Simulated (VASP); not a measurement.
Runs of VASP 6.6.1 on BrH. The cell holds a molecule in a box, 2 atoms: a = 11.702 Å, b = 12.202 Å, c = 12.702 Å, α = 90.00°, β = 90.00°, γ = 90.00°. 

```csv
task,level,cell,atoms held fixed (from 0),gap on the mesh (eV),largest force (eV/Å)
single point,RPBE,as given,-,5.84,0.02
single point,PBE,as given,-,5.90,-
relaxation of the atoms,PBE+D3(BJ),atoms relaxed,[0],5.90,-
single point,RPBE+D3(BJ),as given,-,5.84,0.02
single point,r2SCAN+rVV10,as given,-,6.70,(a)
single point,optB86b-vdW,as given,-,5.76,0.05
```

Alike in all rows: potentials or basis VASP PAW PBE potentials, release 64 (Br, H); no spin polarisation; k mesh 1 × 1 × 1; cutoff (eV) 400; smearing gaussian 0.01 eV.

Fill in the values left out.

(a) 0.30.

Caveats: the PAW data sets were made with another functional, which shifts forces and pressure a little (some runs).

A k mesh can miss the band edges, and the runs leave out spin-orbit coupling on Br.
